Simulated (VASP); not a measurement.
The system is SiNi3.

```
Si Ni
1.0
     3.54200    0.00000    0.00000
     0.00000    3.54200    0.00000
     0.00000    0.00000    3.54200
Si Ni
1 3
Direct
  0.00000 0.00000 0.00000
  0.00000 0.50000 0.50000
  0.50000 0.00000 0.50000
  0.50000 0.50000 0.00000
```

* Program: VASP 6.6.1
* Task: relaxation of cell and atoms
* Functional: PBE
* Dispersion: D3(BJ)
* Potentials or basis: VASP PAW PBE potentials, release 64 (Si, Ni)
* Cutoff: 600 eV
* k mesh: 10 × 10 × 10
* Occupations: methfessel-paxton, width 0.1 eV
* Spin: no spin polarisation

At the start: pressure -13.2 GPa; volume 11.11 Å³/atom.

Question: Where does the relaxation end?

Answer: Over 4 steps the energy falls by 31.2 meV/atom and the volume is 10.40 Å³/atom (-6.4 %); space group Pm-3m (No. 221, to 0.05 Å).

Step by step:
| step | energy change (eV) | largest force (eV/Å) | pressure (GPa) | volume (Å³) |
| --- | --- | --- | --- | --- |
| 1 | 0.0000 | 0.0000 | -13.21 | 44.44 |
| 2 | 0.0304 | 0.0000 | 18.88 | 38.80 |
| 3 | -0.1249 | 0.0000 | -0.19 | 41.64 |
| 4 | -0.1250 | 0.0000 | 0.08 | 41.58 |

Final structure:
```cif
data_structure
_symmetry_space_group_name_H-M 'P 1'
_symmetry_Int_Tables_number 1
_cell_length_a 3.4645
_cell_length_b 3.4645
_cell_length_c 3.4645
_cell_angle_alpha 90.000
_cell_angle_beta 90.000
_cell_angle_gamma 90.000
_cell_volume 41.58
loop_
_atom_site_label
_atom_site_type_symbol
_atom_site_fract_x
_atom_site_fract_y
_atom_site_fract_z
_atom_site_occupancy
Si1 Si 0.00000 0.00000 0.00000 1
Ni1 Ni 0.00000 0.50000 0.50000 1
Ni2 Ni 0.50000 0.00000 0.50000 1
Ni3 Ni 0.50000 0.50000 0.00000 1
```

Caveat: pairwise dispersion overbinds metals, which lowers pressure and volume.
